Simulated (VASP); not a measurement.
Given:

```
CELL_PARAMETERS angstrom
      0.00000     2.90388     2.90388
      2.90388     0.00000     2.90388
      2.90388     2.90388     0.00000
ATOMIC_POSITIONS crystal
  Ca 0.00000 0.00000 0.00000
  Se 0.50000 0.50000 0.50000
```

The numbers are results of optB88-vdW, VASP's PBE PAW potentials (set 64) (plane waves; VASP 6.6.1), not measurements. Settings: 520 eV cut-off, 8×8×8 Γ-centred mesh, Gaussian smearing of 0.050 eV, potentials Ca_sv Se.

Estimate the energy per atom (σ→0), pressure, band gap (on the k-mesh) with the smallest direct gap where there is one.

| Item | Result |
|---|---|
| band gap (on the k-mesh) | 1.92 eV |
| smallest direct gap (on the k-mesh) | 2.89 eV |
| energy per atom (σ→0) | -2.812 eV/atom |
| pressure | 35.6 kbar |

Total energies compare only between runs with the same potentials, cut-off and functional.

The compound is CaSe in the rock salt structure. This cell is one point of a volume scan, at 0.94 of the reference volume.
